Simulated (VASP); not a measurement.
An input for Quantum ESPRESSO's pw.x (written as the equivalent of a VASP run, and not itself run):

```
&CONTROL
  calculation = 'vc-relax'
  pseudo_dir = './pseudo'
  outdir = './out'
  tprnfor = .true.
  tstress = .true.
  nstep = 60
  forc_conv_thr = 0.00039
/
&SYSTEM
  ibrav = 0
  nat = 2
  ntyp = 2
  ecutwfc = 92
  occupations = 'smearing'
  smearing = 'methfessel-paxton'
  degauss = 0.00735
  input_dft = 'vdw-df-cx'
/
&ELECTRONS
  conv_thr = 7.3e-08
  electron_maxstep = 100
/
&IONS
/
&CELL
/
ATOMIC_SPECIES
  Zn 65.380 Zn.upf
  Cu 63.546 Cu.upf
CELL_PARAMETERS angstrom
     2.9226327   -0.0000000   -0.0000000
    -0.0000000    2.9226327    0.0000000
    -0.0000000   -0.0000000    2.9226327
ATOMIC_POSITIONS crystal
  Zn   0.5000000  0.5000000  0.5000000
  Cu   0.0000000  0.0000000  0.0000000
K_POINTS automatic
  11 11 11 0 0 0
```

Write the VASP files for the same calculation (vdW-DF-cx).

This is not unique; one that fits is 
INCAR:
```
SYSTEM = CuZn
PREC = Accurate
ENCUT = 520
EDIFF = 1E-6
NELM = 100
ALGO = Normal
LREAL = .FALSE.
LASPH = .TRUE.
ISMEAR = 1
SIGMA = 0.1
GGA = CX
LUSE_VDW = .TRUE.
AGGAC = 0.0
LMAXMIX = 4
LWAVE = .FALSE.
LCHARG = .FALSE.
IBRION = 2
ISIF = 3
NSW = 60
EDIFFG = -0.01
```

**POSCAR**
```
CuZn
1
    2.9226326660    -0.0000000000    -0.0000000000
   -0.0000000000     2.9226326660     0.0000000000
   -0.0000000000    -0.0000000000     2.9226326660
Zn Cu
1 1
Direct
  0.5000000000   0.5000000000   0.5000000000
  0.0000000000   0.0000000000   0.0000000000
```

File KPOINTS:
```
Automatic mesh
0
Gamma
11 11 11
0 0 0
```

POTCAR, in this order: Zn Cu (PBE.64 set). Program: vasp_std.

Limits of the translation: the potentials are each code's own (VASP's PAW set, PseudoDojo norm-conserving files in pw.x), so ENCUT and ecutwfc are chosen apart and not converted; conv_thr bounds pw.x's estimated SCF error, while EDIFF bounds the energy change between steps; forc_conv_thr acts on force components and is met together with etot_conv_thr.

The compound is CuZn in the CsCl type structure. It was relaxed first. The start is the result of an earlier pass.
